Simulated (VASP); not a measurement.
Here is the system:

```
CELL_PARAMETERS angstrom
     11.25603     0.00000     0.00000
      0.00000     3.78719     0.00000
      0.00000     0.00000     4.66436
ATOMIC_POSITIONS crystal
  Ge 0.12910 0.25000 0.11900
  Ge 0.87090 0.75000 0.88100
  Ge 0.37090 0.75000 0.61900
  Ge 0.62910 0.25000 0.38100
  Se 0.84928 0.25000 0.51547
  Se 0.15072 0.75000 0.48453
  Se 0.65072 0.75000 0.01547
  Se 0.34928 0.25000 0.98453
```

The numbers are results of PBE GGA, VASP's PBE PAW potentials (set 64) (plane waves; VASP 6.6.1), not measurements. Numerical set-up: 300 eV cut-off, 1×3×3 Γ-centred mesh, Gaussian smearing of 0.010 eV, potentials Ge_d Se.

At this cut-off the stress carries a Pulay error, which pulls relaxed volumes low.

Question: Predict the energy per atom (σ→0), pressure, band gap (on the k-mesh) with the smallest direct gap where there is one.

Answer: 
```
Item                                                 Result
-----------------------------------  ----------------------
band gap (on the k-mesh)                            0.83 eV
smallest direct gap (on the k-mesh)                 0.83 eV
energy per atom (σ→0)                -401.7 kJ/mol of atoms
pressure                                           1.83 GPa
```

The structure comes from a computed database's GeSe entry; how it stands against other phases isn't given here. The cell was not relaxed at this level. The k-mesh is coarse (spacing up to 0.56 per Å, 2π included), so the numbers may not be converged in it.
